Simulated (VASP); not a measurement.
Crystal: Ca3ZrN3.

```xyz
7
Lattice="2.4522 1.4158 6.2587 -2.4522 1.4158 6.2587 0.0000 -2.8315 6.2587" Properties=species:S:1:pos:R:3 pbc="T T T"
Ca    0.0000    0.0000    0.0000
Ca    0.0000    0.0000   14.9846
Ca    0.0000    0.0000    3.7916
Zr    0.0000    0.0000    9.3881
N     0.0000    1.4158    6.2587
N    -1.2261   -0.7079    6.2587
N     1.2261   -0.7079    6.2587
```

The cell was built by a generator and needn't be a form met in nature.

```yaml
Program: VASP 6.6.1
Task: relaxation of cell and atoms
Functional: PBE
Potentials_or_basis: VASP PAW PBE potentials, release 64 (Ca_sv, Zr_sv, N)
Cutoff: 520 eV
k_mesh: 4 × 4 × 4
Occupations: gaussian, width 0.15 eV
Spin: no spin polarisation
```

At the start: pressure 0.3 GPa; volume 18.62 Å³/atom.

Problem. Where does the relaxation end?

Solution. Over 11 steps the energy falls by 1224.2 meV/atom and the volume is 16.47 Å³/atom (-11.5 %); space group R-3m (No. 166, to 0.05 Å).

The path:
| step | energy change (eV) | largest force (eV/Å) | pressure (GPa) | volume (Å³) |
| --- | --- | --- | --- | --- |
| 1 | 0.0000 | 3.4199 | 0.33 | 130.37 |
| 2 | -3.1391 | 2.8601 | -3.61 | 129.94 |
| 3 | -7.7118 | 4.4744 | 9.75 | 113.43 |
| 4 | -6.8089 | 1.5643 | -3.74 | 123.50 |
| 5 | -8.2144 | 0.4487 | -0.04 | 118.87 |
| 6 | -8.3617 | 1.3466 | 2.02 | 117.30 |
| 7 | -8.3680 | 1.7340 | 2.87 | 116.68 |
| 8 | -8.2817 | 0.8466 | -6.57 | 124.40 |
| 9 | -8.5128 | 0.5515 | -1.69 | 120.14 |
| 10 | -8.5661 | 0.1302 | -0.45 | 116.42 |
| 11 | -8.5691 | 0.0117 | -0.12 | 115.32 |

Final structure:
```yaml
crystal:
  lattice:
    - [2.96558, 1.71218, 3.78516]
    - [-2.96558, 1.71218, 3.78516]
    - [0.00000, -3.42436, 3.78516]
  atoms:
    - { symbol: Ca, position: [0.00000, 0.00000, 0.00000] }
    - { symbol: Ca, position: [0.77560, 0.77560, 0.77560] }
    - { symbol: Ca, position: [0.22440, 0.22440, 0.22440] }
    - { symbol: Zr, position: [0.50000, 0.50000, 0.50000] }
    - { symbol: N, position: [0.50000, 0.50000, 0.00000] }
    - { symbol: N, position: [0.00000, 0.50000, 0.50000] }
    - { symbol: N, position: [0.50000, 0.00000, 0.50000] }
```

Caveat: the k mesh is coarse (spacing up to 0.38 Å⁻¹), so the values aren't converged.
